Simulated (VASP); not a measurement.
Data:

```
Si
1.0
    0.00000     2.76981     2.76981
    2.76981     0.00000     2.76981
    2.76981     2.76981     0.00000
Si
2
Cartesian
  0.12000   0.05000   0.00000
  1.38491   1.38491   1.38491
```

These are PBE GGA, VASP's PBE PAW potentials (set 64) (plane waves; VASP) values and carry that method's errors. Run with 400 eV cut-off, 6×6×6 Γ-centred mesh, Gaussian smearing of 0.050 eV, potentials Si.

Problem. The ions are relaxed. Predict the relaxed structure.

Solution. 
```
Si
1.0
    0.00000     2.76981     2.76981
    2.76981     0.00000     2.76981
    2.76981     2.76981     0.00000
Si
2
Direct
  0.99370   0.00628   0.01533
  0.24366   0.25636   0.26536
```
Space group Fd-3m (227), at a tolerance of 0.03 Å.

Problem. How much energy does the relaxation gain?

Solution. The energy (σ→0) changes by -50.8 meV/atom, in 6 ionic steps.

```csv
step,E(σ→0) (eV),max force (eV/Å),pressure (GPa),volume (Å³)
1,-10.7087,1.523,-2.68,42.50
2,-10.8067,0.292,-3.11,42.50
3,-10.8086,0.203,-3.12,42.50
4,-10.8086,0.204,-3.12,42.50
5,-10.8102,0.030,-3.13,42.50
6,-10.8103,0.004,-3.13,42.50
```

The compound is Si in the diamond structure. In the starting cell atoms are displaced from their ideal sites. This run relaxes the ions in a fixed cell. Symmetry was kept, so distortions that lower it aren't found.
